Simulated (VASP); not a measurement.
Cost and result of VASP (PAW) for the band gap of SrTe (rock salt). Gaps are without spin-orbit coupling. Each level names its cell: its own relaxed one, PBE's, or the starting one. A gap is the smallest over the k-mesh and a band path; hybrids may have named points in place of the path, and GW has the mesh alone. The cost counts the self-consistent run with its band path or extra points (for GW, with the PBE run and the diagonalisation ahead of it), each on the mesh and cut-off of its row, so the ratios hold those differences too. With PBE it took about 60 core-seconds. The timings are rough (shared machines, no repeats); factors under 2 mean little.

Unless said otherwise, spin-orbit coupling is left out, though it shifts the bands of the heavy elements here.

```
level                             k-mesh  cut-off (eV)  band gap (eV)         cost over PBE
--------------------------------  ------  ------------  -------------  --------------------
PBE-D3 (zero damping) (own cell)   8×8×8           520              …  within a factor of 2
revPBE (own cell)                  8×8×8           520           1.92  within a factor of 2
PBE (own cell)                     8×8×8           520           1.77             reference
optB86b-vdW (own cell)             8×8×8           520           1.69  within a factor of 2
vdW-DF2 (own cell)                 8×8×8           520           1.93  within a factor of 2
r2SCAN (own cell)                  8×8×8           520           2.15         about 4 times
MS2 (own cell)                     8×8×8           520           2.05         about 5 times
Hartree-Fock (PBE cell)            6×6×6           520              …                     …
```

Question: What belongs in the gaps?

Answer: 
- PBE-D3 (zero damping) (own cell), band gap (eV): 1.70
- Hartree-Fock (PBE cell), band gap (eV): 8.18
- Hartree-Fock (PBE cell), cost over PBE: about 40 times

Left out are levels that failed, ran on another kind of processor or have no fit band path; at most nine are shown.

The compound is SrTe in the rock salt structure.
